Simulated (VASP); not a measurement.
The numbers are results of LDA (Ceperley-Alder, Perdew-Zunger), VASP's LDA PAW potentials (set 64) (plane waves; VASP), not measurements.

VASP ran on this input.

**INCAR**
```
SYSTEM = Tc
PREC = Accurate
ENCUT = 520
EDIFF = 1E-7
NELM = 100
ALGO = Normal
LREAL = .FALSE.
LASPH = .TRUE.
ISMEAR = -5
LMAXMIX = 4
LWAVE = .FALSE.
LCHARG = .TRUE.
LORBIT = 11
NEDOS = 601
ISIF = 2
```

File KPOINTS:
```
K-points
0
Gamma
  17 17 10
0 0 0
```

POSCAR:
```
Tc
8.6643510
  0.1563400877  -0.2707890191   0.0000000000
  0.1563400877   0.2707890191   0.0000000000
  0.0000000000   0.0000000000   0.5000000050
Tc
2
Direct
  0.3333330000   0.6666670000   0.2500000000
  0.6666670000   0.3333330000   0.7500000000
```

POTCAR, in this order: Tc_pv (LDA.64 set). Program: vasp_std.

Estimate the energy per atom (σ→0), band gap (on the k-mesh).

| Property | Value |
|---|---|
| energy per atom (σ→0) | -11.736 eV/atom |
| band gap (on the k-mesh) | none (metal, semimetal or under 0.01 eV) |

**OSZICAR**
```
...
DAV:   8    -0.234711540208E+02    0.13114E-01   -0.14947E-02  6908   0.141E+00    0.189E-01
DAV:   9    -0.234712319712E+02   -0.77950E-04   -0.35344E-04  7753   0.156E-01    0.289E-02
DAV:  10    -0.234712372616E+02   -0.52904E-05   -0.24142E-05  7001   0.448E-02    0.871E-03
DAV:  11    -0.234712386314E+02   -0.13697E-05   -0.43666E-07  6611   0.629E-03    0.116E-03
DAV:  12    -0.234712382488E+02    0.38253E-06   -0.84297E-08  3612   0.235E-03    0.249E-04
DAV:  13    -0.234712380671E+02    0.18170E-06   -0.10093E-08  3408   0.765E-04    0.759E-05
DAV:  14    -0.234712380381E+02    0.29023E-07   -0.20968E-09  3419   0.335E-04
   1 F= -.23471238E+02 E0= -.23471238E+02  d E =0.000000E+00
```

The compound is Tc in the hcp structure. It was relaxed first.
